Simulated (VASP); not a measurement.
Consider the following.

```yaml
crystal:
  lattice:
    - [0.00000, 2.96439, 2.96439]
    - [2.96439, 0.00000, 2.96439]
    - [2.96439, 2.96439, 0.00000]
  atoms:
    - { symbol: Ca, position: [0.00000, 0.00000, 0.00000] }
    - { symbol: Se, position: [0.50000, 0.50000, 0.50000] }
```

These are optB88-vdW, VASP's PBE PAW potentials (set 64) (plane waves; VASP) values and carry that method's errors. Settings: 520 eV cut-off, 9×9×9 Γ-centred mesh, tetrahedra with Blöchl corrections, potentials Ca_sv Se.

Estimate the energy per atom (σ→0).

```
Item                           Result
---------------------  --------------
energy per atom (σ→0)  -2.829 eV/atom
```

The compound is CaSe in the rock salt structure. It was relaxed first.
